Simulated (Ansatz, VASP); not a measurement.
## HfPbSO2 in two plane-wave programs

Aim: how closely do two programs agree when they are given the same cell, functional and k mesh? The cell is generated by rule, not measured, and may not be a known phase. The cell is taken from a series of runs on this material, whose earlier steps may have relaxed, scaled, displaced or heated it; both programs get it as it stands.

Program: Ansatz 0.2.0. Level of theory: plane waves, with VASP 6.6.1 beside it; relaxation of cell and atoms at PBEsol. Results are calculated unless marked as measured.

**1. The starting structure**

The structure is tetragonal, space group P4/mmm (No. 123). The conventional cell has a = 4.097 Å, b = 4.097 Å, c = 5.110 Å, α = 90.00°, β = 90.00°, γ = 90.00°. Hf has 4 O at 2.05 Å and 2 S at 2.55 Å nearest. Pb has 4 S at 2.90 Å nearest. S has 2 Hf at 2.55 Å and 4 Pb at 2.90 Å nearest. Nearest to O lie 2 Hf at 2.05 Å. Farther neighbours and most contacts between anions are not listed.

Structure file:

```cif
data_structure
_symmetry_space_group_name_H-M 'P4/mmm'
_symmetry_Int_Tables_number 123
_cell_length_a 4.0970
_cell_length_b 4.0970
_cell_length_c 5.1097
_cell_angle_alpha 90.000
_cell_angle_beta 90.000
_cell_angle_gamma 90.000
_cell_volume 85.77
loop_
_atom_site_label
_atom_site_type_symbol
_atom_site_symmetry_multiplicity
_atom_site_Wyckoff_symbol
_atom_site_fract_x
_atom_site_fract_y
_atom_site_fract_z
_atom_site_occupancy
Hf1 Hf 1 b 0.00000 0.00000 0.50000 1
Pb1 Pb 1 c 0.50000 0.50000 0.00000 1
S1 S 1 a 0.00000 0.00000 0.00000 1
O1 O 2 e 0.50000 0.00000 0.50000 1
```

**2. VASP: relaxation of cell and atoms, PBEsol, pair 1**

The relaxed volume is the usual yardstick between codes: in a stiff, nearly cubic crystal its relative difference is about their pressure difference at one cell divided by the bulk modulus.

Lines of VASP's logs that name or quote its potential files are left out, and so is its time.

Contents of INCAR:

```
SYSTEM = HfPbSO2
PREC = Accurate
ENCUT = 600
EDIFF = 1E-07
NELM = 120
ISMEAR = 0
SIGMA = 0.02
LREAL = .FALSE.
ALGO = Normal
GGA = PS
NBANDS = 27
LASPH = .TRUE.
LORBIT = 11
LWAVE = .FALSE.
LCHARG = .FALSE.
ISIF = 3
IBRION = 2
NSW = 80
EDIFFG = -0.005
GGA_COMPAT = .FALSE.
NELMIN = 4
EFERMI = MIDGAP
KPAR = 2
```

Contents of POSCAR:

```
HfPbSO2
1.0
    5.1097090000      0.0000000000      0.0000000000
    0.0000000000      4.0970170000      0.0000000000
    0.0000000000      0.0000000000      4.0970170000
Hf Pb S O
1 1 1 2
Direct
    0.4999999021      0.4999998780      0.4999998780
    0.0000000000      0.0000000000      0.0000000000
    0.0000000000      0.4999998780      0.4999998780
    0.4999999021      0.0000000000      0.4999998780
    0.4999999021      0.4999998780      0.0000000000
```

Contents of KPOINTS:

```
Automatic mesh
0
Gamma
6 6 6
0 0 0
```

PAW data sets: Hf_pv, Pb_d, S and O (PBE family, release 64).

Run with:

```
$ mpirun -np 2 vasp_std
```

Numbers of over 12 decimals in the logs are rounded to 6 here.

What it wrote:

```text
[banner, memory and clock lines left out]
running    2 mpi-ranks, on    1 nodes
 distrk:  each k-point on    1 cores,    2 groups
 distr:  one band on    1 cores,    1 groups

 POSCAR found type information on POSCAR HfPbS O
 POSCAR found :  4 types and       5 ions
|                                                                             |
|               ----> ADVICE to this user running VASP <----                  |
|                                                                             |
|     You enforced a specific xc type in the INCAR file but a different       |
|     [... a line on the potential file left out ...]
|     I HOPE YOU KNOW WHAT YOU ARE DOING!                                     |
|                                                                             |

 LDA part: xc-table for (Slater+PW92), standard interpolation
 POSCAR, INCAR and KPOINTS ok, starting setup
 FFT: planning ... GRIDC
 FFT: planning ... GRID_SOFT
 FFT: planning ... GRID
 WAVECAR not read
 entering main loop
       N       E                     dE             d eps       ncg     rms          rms(c)
DAV:   1     0.433367750548E+03    0.43337E+03   -0.23040E+04  2160   0.183E+03
DAV:   2     0.747946716250E+01   -0.42589E+03   -0.40986E+03  2371   0.472E+02
DAV:   3    -0.435820005793E+02   -0.51061E+02   -0.49847E+02  2716   0.153E+02
DAV:   4    -0.456734839771E+02   -0.20915E+01   -0.20819E+01  2687   0.318E+01
DAV:   5    -0.457429230954E+02   -0.69439E-01   -0.69385E-01  2949   0.594E+00    0.604E+01
DAV:   6    -0.398004295883E+02    0.59425E+01   -0.30292E+01  2374   0.327E+01    0.488E+01
DAV:   7    -0.395731326158E+02    0.22730E+00   -0.34296E+00  2494   0.114E+01    0.270E+01
DAV:   8    -0.394966341360E+02    0.76498E-01   -0.48419E-01  2862   0.670E+00    0.510E+00
DAV:   9    -0.394865412660E+02    0.10093E-01   -0.11670E-01  2735   0.241E+00    0.214E+00
DAV:  10    -0.394859369920E+02    0.60427E-03   -0.11468E-02  3048   0.862E-01    0.600E-01
DAV:  11    -0.394860301427E+02   -0.93151E-04   -0.13174E-03  2957   0.269E-01    0.541E-01
DAV:  12    -0.394859763712E+02    0.53771E-04   -0.47282E-04  2860   0.191E-01    0.169E-01
DAV:  13    -0.394859763938E+02   -0.22650E-07   -0.62517E-05  3049   0.590E-02    0.193E-02
DAV:  14    -0.394859762900E+02    0.10386E-06   -0.13016E-05  3101   0.247E-02    0.107E-02
DAV:  15    -0.394859764009E+02   -0.11087E-06   -0.77807E-07  2411   0.525E-03    0.946E-03
DAV:  16    -0.394859765736E+02   -0.17271E-06   -0.15282E-07  1658   0.279E-03    0.620E-03
DAV:  17    -0.394859765353E+02    0.38253E-07   -0.26349E-08  1308   0.156E-03
   1 F= -.39485977E+02 E0= -.39485977E+02  d E =-.394860E+02
[...]
2 F= -.39484523E+02 E0= -.39484523E+02  d E =0.145400E-02
[...]
3 F= -.39487871E+02 E0= -.39487871E+02  d E =-.189461E-02
 curvature:  -0.21 expect dE=-0.655E-05 dE for cont linesearch -0.642E-11
 trial: gam= 0.00346 g(F)=  0.885E-49 g(S)=  0.307E-04 ort = 0.513E-06 (trialstep = 0.886E+00)
 search vector abs. value=  0.308E-04
 bond charge predicted
       N       E                     dE             d eps       ncg     rms          rms(c)
DAV:   1    -0.394879806814E+02   -0.10956E-03   -0.39067E-03  2269   0.518E-01    0.854E-02
DAV:   2    -0.394879113386E+02    0.69343E-04   -0.20463E-04  2522   0.114E-01    0.405E-02
DAV:   3    -0.394878914315E+02    0.19907E-04   -0.27860E-05  3063   0.643E-02    0.150E-02
DAV:   4    -0.394878871456E+02    0.42859E-05   -0.96838E-06  3225   0.271E-02    0.598E-03
DAV:   5    -0.394878872073E+02   -0.61725E-07   -0.72128E-07  2682   0.739E-03
   4 F= -.39487887E+02 E0= -.39487887E+02  d E =-.160592E-04
 trial-energy change:   -0.000016  1 .order   -0.000017   -0.000027   -0.000007
 step:   1.2151(harm=  1.2151)  dis= 0.00000  next Energy=   -39.487890 (dE=-0.187E-04)
 reached required accuracy - stopping structural energy minimisation
```

OUTCAR, selected parts (step 2):

```text
ion  position               nearest neighbor table
   1  0.500  0.500  0.500-   4 2.05   5 2.05   4 2.05   5 2.05   3 2.55   3 2.55   2 3.86   2 3.86
                             2 3.86   2 3.86   2 3.86   2 3.86   2 3.86   2 3.86
   2  0.000  0.000  0.000-   3 2.90   3 2.90   3 2.90   3 2.90   1 3.86   1 3.86   1 3.86   1 3.86
                             1 3.86   1 3.86   1 3.86   1 3.86
   3  0.000  0.500  0.500-   1 2.55   1 2.55   2 2.90   2 2.90   2 2.90   2 2.90
   4  0.500  0.000  0.500-   1 2.05   1 2.05
   5  0.500  0.500  0.000-   1 2.05   1 2.05

  LATTYP: Found a simple tetragonal cell.
 ALAT       =     4.0970170000
 C/A-ratio  =     1.2471778858

 Subroutine GETGRP returns: Found 16 space group operations
 (whereof 16 operations were pure point group operations)

The static configuration has the point symmetry D_4h.

 Found     40 irreducible k-points:

   k-points           NKPTS =     40   k-points in BZ     NKDIM =     40   number of bands    NBANDS=     27

   dimension x,y,z NGX =    42 NGY =   36 NGZ =   36
   dimension x,y,z NGXF=    84 NGYF=   72 NGZF=   72

   ENCUT  =  600.0 eV  44.10 Ry    6.64 a.u.  10.21  8.18  8.18*2*pi/ulx,y,z

   NELECT =      42.0000    total number of electrons

 k-points in reciprocal lattice and weights: Automatic mesh
   0.00000000  0.00000000  0.00000000       0.005
   0.16666667  0.00000000  0.00000000       0.009
   0.33333333  0.00000000  0.00000000       0.009
   0.50000000  0.00000000  0.00000000       0.005
   0.00000000  0.16666667  0.00000000       0.019
   0.16666667  0.16666667  0.00000000       0.037
   0.33333333  0.16666667  0.00000000       0.037
   0.50000000  0.16666667  0.00000000       0.019
   0.00000000  0.33333333  0.00000000       0.019
[...]
0.33333333  0.50000000  0.50000000       0.009
   0.50000000  0.50000000  0.50000000       0.005

 average (electrostatic) potential at core
       1 -36.3508       2 -92.2120       3 -86.3068       4 -69.0309       5 -69.0309

 E-fermi :   5.3598

 k-point     1 :       0.0000    0.0000    0.0000
  band No.  band energies     occupation
    ...
     17       3.0928      2.00000
     18       3.1459      2.00000
     19       3.8522      2.00000
     20       3.8616      2.00000
     21       3.8616      2.00000
     22       7.0211      0.00000
     23       7.0211      0.00000
     24       8.2782      0.00000
     25       8.3252      0.00000
     26       8.7515      0.00000
    ...

 k-point     2 :       0.1667    0.0000    0.0000
  band No.  band energies     occupation
    ...
     17       2.9649      2.00000
     18       3.1189      2.00000
     19       3.3181      2.00000
     20       3.8666      2.00000
     21       3.8666      2.00000
     22       7.4186      0.00000
     23       7.4186      0.00000
     24       8.1673      0.00000
     25       8.3350      0.00000
     26       9.4786      0.00000
    ...

 k-point     3 :       0.3333    0.0000    0.0000
  band No.  band energies     occupation
    ...
     17       2.7495      2.00000
     18       2.9687      2.00000
     19       3.0659      2.00000
     20       3.8782      2.00000
     21       3.8782      2.00000
     22       7.2099      0.00000
     23       8.3102      0.00000
     24       8.3102      0.00000
     25       8.3548      0.00000
     26      10.6037      0.00000
    ...

  Total       -0.0144861      0.0035242      0.0035242      0.0000000      0.0000000      0.0000000
  in kB       -0.2724512      0.0662828      0.0662828      0.0000000      0.0000000      0.0000000
  external PRESSURE =      -0.0466285 kB  Pullay stress =       0.0000000 kB

  energy-cutoff  :      600.00
  volume of cell :       85.19
      direct lattice vectors                 reciprocal lattice vectors
     5.101384860  0.000000000  0.000000000     0.196025202 -0.000000000 -0.000000000
     0.000000000  4.086414263  0.000000000    -0.000000000  0.244713320  0.000000000
     0.000000000  0.000000000  4.086414263    -0.000000000  0.000000000  0.244713320

 POSITION                                       TOTAL-FORCE (eV/Angst)
 -----------------------------------------------------------------------------------
      2.55069      2.04321      2.04321         0.000000      0.000000      0.000000
      5.10138      4.08641      0.00000        -0.000000      0.000000      0.000000
      0.00000      2.04321      2.04321         0.000000      0.000000      0.000000
      2.55069      4.08641      2.04321         0.000000      0.000000      0.000000
      2.55069      2.04321      0.00000        -0.000000      0.000000      0.000000
 -----------------------------------------------------------------------------------
    total drift:                                0.001559      0.000999      0.000999

  FREE ENERGIE OF THE ION-ELECTRON SYSTEM (eV)
  ---------------------------------------------------
  free  energy   TOTEN  =       -39.4878872073 eV

  energy  without entropy=      -39.4878872073  energy(sigma->0) =      -39.48788721

 reached required accuracy - stopping structural energy minimisation

 total charge
# of ion       s       p       d       tot
------------------------------------------
    1        0.333   6.696   1.534   8.563
    2        1.492   0.425   9.848  11.765
    3        1.330   2.448   0.000   3.778
    4        1.560   3.442   0.000   5.003
    5        1.560   3.442   0.000   5.003
--------------------------------------------------
tot          6.276  16.453  11.382  34.112

[... 3 further parts left out ...]
```

CONTCAR:

```
HfPbSO2
   1.00000000000000
     5.1013848599115112    0.0000000000000000    0.0000000000000000
     0.0000000000000000    4.0864142631660538    0.0000000000000000
     0.0000000000000000    0.0000000000000000    4.0864142631660538
  Hf              Pb              S               O
     1     1     1     2
Direct
     0.4999999021000008    0.4999998779999970    0.4999998779999970
     1.0000000000000000    1.0000000000000000    0.0000000000000000
     0.0000000000000000    0.4999998779999970    0.4999998779999970
     0.4999999021000008    1.0000000000000000    0.4999998779999970
     0.4999999021000008    0.4999998779999970    0.0000000000000000
```

[end of part 1 of 3]

[Lines on the potential files, build, host, timing and source positions are cut from VASP's logs without a mark.]

[Logs are printed without paths, hosts, clocks, repeated set-up lines and the standing remarks that a program may print on its own settings, such as how far it seeks lower states.]

[Hosts, paths, dates, database ids (printed as entryN), source tags and the programs' standing remarks are cut or masked in the printed files.]
